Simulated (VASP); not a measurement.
Level of theory: revPBE GGA, VASP's PBE PAW potentials (set 64) (plane waves; VASP 6.6.1).

VASP input:

### POSCAR
```
CuI
1.0
  0.0000000000   2.9629880000   2.9629880000
  2.9629880000   0.0000000000   2.9629880000
  2.9629880000   2.9629880000   0.0000000000
Cu I
1 1
Cartesian
  0.0000000000   0.0000000000   0.0000000000
  1.4814940000   1.4814940000   1.4814940000
```

KPOINTS:
```
Regular mesh
0
Gamma
10 10 10
```

### INCAR
```
! general
SYSTEM =CuI
PREC   =Accurate
ENCUT  =300   ! plane-wave cut-off (eV)
LREAL  =.FALSE.   ! projection in real space or not
LASPH  =.TRUE.

! electronic loop
EDIFF  =1E-6   ! SCF stop (eV)
NELM   =100   ! most electronic steps
ALGO   =Normal   ! blocked Davidson
LMAXMIX=4   ! l cut-off of mixed one-centre charges

! smearing
ISMEAR =-1
SIGMA  =0.01   ! width (eV)

! functional
GGA    =RE   ! revPBE

! ions
ISIF   =2   ! forces and stress, cell fixed

! output
LWAVE  =.FALSE.
LCHARG =.FALSE.
LORBIT =11
NEDOS  =601   ! DOS grid
```

POTCAR, in this order: Cu I (PBE.64 set). Program: vasp_std.

The run wrote:

OUTCAR:
```
 ion  position               nearest neighbor table
   1  0.000  0.000  0.000-   2 2.57   2 2.57   2 2.57   2 2.57
   2  0.250  0.250  0.250-   1 2.57   1 2.57   1 2.57   1 2.57
  LATTYP: Found a face centered cubic cell.
 ALAT       =     5.9259760000
 Subroutine PRICEL returns:
 Original cell was already a primitive cell.
 Subroutine GETGRP returns: Found 24 space group operations
The static configuration has the point symmetry T_d .
The dynamic configuration has the point symmetry T_d .
 Subroutine INISYM returns: Found 24 space group operations
 Subroutine IBZKPT returns following result:
 Found     47 irreducible k-points:

 Following reciprocal coordinates:
            Coordinates               Weight
  0.000000  0.000000  0.000000      1.000000
  0.100000  0.000000  0.000000      8.000000
  0.200000  0.000000  0.000000      8.000000
  0.300000  0.000000  0.000000      8.000000
  0.400000  0.000000  0.000000      8.000000
  0.500000  0.000000  0.000000      4.000000
  0.100000  0.100000  0.000000      6.000000
  0.200000  0.100000  0.000000     24.000000
  0.300000  0.100000  0.000000     24.000000
  0.400000  0.100000  0.000000     24.000000
  0.500000  0.100000  0.000000     24.000000
 -0.400000  0.100000  0.000000     24.000000
 -0.300000  0.100000  0.000000     24.000000
 -0.200000  0.100000  0.000000     24.000000
 -0.100000  0.100000  0.000000     12.000000
  0.200000  0.200000  0.000000      6.000000
  0.300000  0.200000  0.000000     24.000000
  0.400000  0.200000  0.000000     24.000000
  0.500000  0.200000  0.000000     24.000000
 -0.400000  0.200000  0.000000     24.000000
 -0.300000  0.200000  0.000000     24.000000
 -0.200000  0.200000  0.000000     12.000000
  0.300000  0.300000  0.000000      6.000000
  0.400000  0.300000  0.000000     24.000000
  0.500000  0.300000  0.000000     24.000000
 -0.400000  0.300000  0.000000     24.000000
 -0.300000  0.300000  0.000000     12.000000
  0.400000  0.400000  0.000000      6.000000
  0.500000  0.400000  0.000000     24.000000
 -0.400000  0.400000  0.000000     12.000000
  0.500000  0.500000  0.000000      3.000000
  0.300000  0.200000  0.100000     24.000000
  0.400000  0.200000  0.100000     48.000000
  0.500000  0.200000  0.100000     48.000000
 -0.400000  0.200000  0.100000     24.000000
  0.400000  0.300000  0.100000     24.000000
  0.500000  0.300000  0.100000     48.000000
 -0.400000  0.300000  0.100000     48.000000
 -0.300000  0.300000  0.100000     48.000000
 -0.200000  0.300000  0.100000     24.000000
   k-points           NKPTS =     47   k-points in BZ     NKDIM =     47   number of bands    NBANDS=     13
   number of dos      NEDOS =    601   number of ions     NIONS =      2
   total plane-waves  NPLWV =  13824
   dimension x,y,z NGX =    24 NGY =   24 NGZ =   24
   dimension x,y,z NGXF=    48 NGYF=   48 NGZF=   48
   ions per type =               1   1
   PREC   = accura    normal or accurate (medium, high low for compatibility)
   ISTART =      0    job   : 0-new  1-cont  2-samecut
   ICHARG =      2    charge: 1-file 2-atom 10-const
   ISPIN  =      1    spin polarized calculation?
   LNONCOLLINEAR =      F non collinear calculations
   LSORBIT =      F    spin-orbit coupling
   INIWAV =      1    electr: 0-lowe 1-rand  2-diag
   ENCUT  =  300.0 eV  22.05 Ry    4.70 a.u.   5.92  5.92  5.92*2*pi/ulx,y,z
   NELM   =    100;   NELMIN=  2; NELMDL= -5     # of ELM steps
   EDIFF  = 0.1E-05   stopping-criterion for ELM
   LREAL  =      F    real-space projection
   NLSPLINE    = F    spline interpolate recip. space projectors
   LMAXMIX     =    4 max onsite mixed and CHGCAR
...
```

### OSZICAR
```
       N       E                     dE             d eps       ncg     rms          rms(c)
DAV:   1     0.910798375390E+02    0.91080E+02   -0.58653E+03  1222   0.964E+02
DAV:   2     0.224973220365E+00   -0.90855E+02   -0.85159E+02  1252   0.229E+02
DAV:   3    -0.491437728921E+01   -0.51394E+01   -0.50789E+01  1632   0.636E+01
DAV:   4    -0.507611471287E+01   -0.16174E+00   -0.16168E+00  1564   0.109E+01
DAV:   5    -0.507969082356E+01   -0.35761E-02   -0.35760E-02  1687   0.147E+00    0.572E+00
DAV:   6    -0.499949726733E+01    0.80194E-01   -0.35385E+00  1270   0.525E+01    0.371E+00
DAV:   7    -0.485442406752E+01    0.14507E+00   -0.82308E-01  1312   0.311E+01    0.197E+00
DAV:   8    -0.485867612964E+01   -0.42521E-02   -0.46420E-02  1859   0.328E+00    0.484E-01
DAV:   9    -0.485584558265E+01    0.28305E-02   -0.17097E-02  1492   0.402E+00    0.997E-02
DAV:  10    -0.485620576813E+01   -0.36019E-03   -0.10551E-03  1673   0.414E-01    0.436E-02
DAV:  11    -0.485629472762E+01   -0.88959E-04   -0.34889E-04  1513   0.470E-01    0.284E-02
DAV:  12    -0.485629314949E+01    0.15781E-05   -0.21851E-05  1887   0.109E-01    0.221E-02
DAV:  13    -0.485629272223E+01    0.42727E-06   -0.10124E-05  1737   0.867E-02    0.724E-03
DAV:  14    -0.485629399745E+01   -0.12752E-05   -0.29682E-06  1361   0.327E-02    0.402E-03
DAV:  15    -0.485629401235E+01   -0.14897E-07   -0.25932E-07   686   0.839E-03
   1 F= -.48562940E+01 E0= -.48562940E+01  d E =-.502546E-12
```

### OUTCAR
```
------------------------ aborting loop because EDIFF is reached ----------------------------------------
  FORCE on cell =-STRESS in cart. coord.  units (eV):
  Direction    XX          YY          ZZ          XY          YZ          ZX
  --------------------------------------------------------------------------------------
  Total        1.5210440      1.5210440      1.5210440     -0.0000000     -0.0000000      0.0000000
  in kB       46.8417036     46.8417036     46.8417036     -0.0000000     -0.0000000      0.0000000
  external PRESSURE =      46.8417036 kB  Pullay stress =       0.0000000 kB
  volume of cell :       52.03
      direct lattice vectors                 reciprocal lattice vectors
     0.000000000  2.962988000  2.962988000    -0.168748574  0.168748574  0.168748574
     2.962988000  0.000000000  2.962988000     0.168748574 -0.168748574  0.168748574
     2.962988000  2.962988000  0.000000000     0.168748574  0.168748574 -0.168748574
  FREE ENERGIE OF THE ION-ELECTRON SYSTEM (eV)
  ---------------------------------------------------
  free  energy   TOTEN  =        -4.8562940124 eV

  energy  without entropy=       -4.8562940123  energy(sigma->0) =       -4.85629401

 total charge

# of ion       s       p       d       tot
------------------------------------------
    1        0.347   0.301   9.328   9.975
    2        1.491   2.794   0.065   4.350
--------------------------------------------------
tot          1.838   3.095   9.392  14.325
```
(Selected blocks of OUTCAR.)

At this cut-off the stress carries a Pulay error, which pulls relaxed volumes low.

The structure is a typed CuI crystal. The cell was not relaxed at this level. The run is one of a series of settings (NEDOS = 601 against the base run), some of them coarse on purpose.
